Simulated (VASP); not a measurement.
```
Ir
1.0
    0.00000     1.92270     1.92270
    1.92270     0.00000     1.92270
    1.92270     1.92270     0.00000
Ir
1
Cartesian
  0.00000   0.00000   0.00000
```

These are PW91 GGA, VASP's PBE PAW potentials (set 64) (plane waves; VASP) values and carry that method's errors. Run with 520 eV cut-off, 16×16×16 Γ-centred mesh, first-order Methfessel-Paxton smearing of 0.10 eV, potentials Ir.

Unless said otherwise, spin-orbit coupling is left out, though it shifts the bands of the heavy elements here.

**Question.** Estimate the energy per atom (σ→0), pressure, band gap (on the k-mesh) with the smallest direct gap where there is one.

**Answer.** 
The band gap (on the k-mesh) is none (metal, semimetal or under 0.01 eV) and the energy per atom (σ→0) is -8.783 eV/atom. The pressure comes out as 11.69 GPa.

Only differences to runs with the same potentials and settings are physical.

The compound is Ir in the fcc structure. This cell is one point of a volume scan, at 0.97 of the reference volume.
